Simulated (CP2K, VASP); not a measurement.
An input for CP2K (PBE, GPW, DZVP-MOLOPT-SR-GTH basis, GTH-PBE potentials (GTH_POTENTIALS)):

```
&GLOBAL
  PROJECT run
  RUN_TYPE ENERGY_FORCE
  PRINT_LEVEL MEDIUM
&END GLOBAL
&FORCE_EVAL
  METHOD Quickstep
  STRESS_TENSOR ANALYTICAL
  &DFT
    BASIS_SET_FILE_NAME BASIS_MOLOPT
    POTENTIAL_FILE_NAME GTH_POTENTIALS
    &QS
      METHOD GPW
      EPS_DEFAULT 1E-10
    &END QS
    &MGRID
      CUTOFF 500
      REL_CUTOFF 60
      NGRIDS 5
    &END MGRID
    &SCF
      SCF_GUESS ATOMIC
      EPS_SCF 1E-6
      MAX_SCF 100
      ADDED_MOS 9
      &DIAGONALIZATION
        ALGORITHM STANDARD
      &END DIAGONALIZATION
      &MIXING
        METHOD BROYDEN_MIXING
        ALPHA 0.3
        NBUFFER 8
      &END MIXING
      &SMEAR ON
        METHOD FERMI_DIRAC
        ELECTRONIC_TEMPERATURE [K] 232.09
      &END SMEAR
    &END SCF
    &KPOINTS
      SCHEME MONKHORST-PACK 2 2 1
      GAMMA_CENTERED T
    &END KPOINTS
    &XC
      &XC_FUNCTIONAL PBE
      &END XC_FUNCTIONAL
    &END XC
    &PRINT
      &MO
        EIGENVALUES T
        OCCUPATION_NUMBERS T
        NDIGITS 8
        FILENAME mo
        &EACH
          QS_SCF 0
        &END EACH
        ADD_LAST NUMERIC
      &END MO
      &MULLIKEN ON
      &END MULLIKEN
    &END PRINT
  &END DFT
  &SUBSYS
    &CELL
      A 3.15000000 0.00000000 0.00000000
      B -1.57500000 2.72798000 0.00000000
      C 0.00000000 0.00000000 12.32000000
      PERIODIC XYZ
    &END CELL
    &COORD
      W       -0.00000002     1.81865334     3.08000000
      W        1.57500002     0.90932666     9.24000000
      S       -0.00000002     1.81865334    10.81696000
      S        1.57500002     0.90932666     4.65696000
      S        1.57500002     0.90932666     1.50304000
      S       -0.00000002     1.81865334     7.66304000
    &END COORD
    &KIND W
      BASIS_SET DZVP-MOLOPT-SR-GTH
      POTENTIAL GTH-PBE-q14
    &END KIND
    &KIND S
      BASIS_SET DZVP-MOLOPT-SR-GTH
      POTENTIAL GTH-PBE-q6
    &END KIND
  &END SUBSYS
  &PRINT
    &FORCES ON
    &END FORCES
    &STRESS_TENSOR ON
    &END STRESS_TENSOR
  &END PRINT
&END FORCE_EVAL
```

Q: Translate it to VASP.

A: One set of files that does it:

**KPOINTS**
```
Automatic mesh
0
Gamma
2 2 1
0 0 0
```

**INCAR**
```
SYSTEM = WS2
PREC = Accurate
ENCUT = 300
EDIFF = 1E-6
NELM = 100
ALGO = Normal
LREAL = .FALSE.
LASPH = .TRUE.
ISMEAR = -1
SIGMA = 0.02
GGA = PE
LMAXMIX = 6
LWAVE = .FALSE.
LCHARG = .FALSE.
ISIF = 2
```

File POSCAR:
```
WS2
24.640
  0.0639204545  -0.1107134740   0.0000000000
  0.0639204545   0.1107134740   0.0000000000
  0.0000000000   0.0000000000   0.5000000000
W S
2 4
Cart
  0.0639204545   0.0369045652   0.1250000000
  0.0639204545  -0.0369045652   0.3750000000
  0.0639204545   0.0369045652   0.4390000000
  0.0639204545  -0.0369045652   0.1890000000
  0.0639204545  -0.0369045652   0.0610000000
  0.0639204545   0.0369045652   0.3110000000
```

POTCAR, in this order: W_sv S (PBE.64 set). Program: vasp_std.

The two runs describe the same crystal, functional and task. Each code takes its own potentials, basis and convergence tests.

The structure is a typed WS2 crystal (P6_3/mmc). The cell was not relaxed at this level, and it may have been scaled.
